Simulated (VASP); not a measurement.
Here is the system:

```yaml
crystal:
  lattice:
    - [1.25103, -2.16686, 0.00000]
    - [1.25103, 2.16686, 0.00000]
    - [0.00000, 0.00000, 6.45515]
  atoms:
    - { symbol: B, position: [0.33333, 0.66667, 0.25000] }
    - { symbol: B, position: [0.66667, 0.33333, 0.75000] }
    - { symbol: N, position: [0.66667, 0.33333, 0.25000] }
    - { symbol: N, position: [0.33333, 0.66667, 0.75000] }
```

Method: r2SCAN+rVV10, VASP's PBE PAW potentials (set 64) (plane waves; VASP). Numerical set-up: 520 eV cut-off, 11×11×4 Γ-centred mesh, tetrahedra with Blöchl corrections, potentials B N.

The path is coarsely sampled, so an indirect gap can come out somewhat too large.

### Question
Predict the energy per atom (σ→0), band gap (over mesh and band path) with the smallest direct gap where there is one.

### Answer

| Quantity | Value |
|---|---|
| band gap (over mesh and band path) | 4.77 eV |
| smallest direct gap (over mesh and band path) | 5.17 eV |
| energy per atom (σ→0) | -9.561 eV/atom |

Total energies compare only between runs with the same potentials, cut-off and functional.

The compound is BN in the hex structure. It was relaxed first.
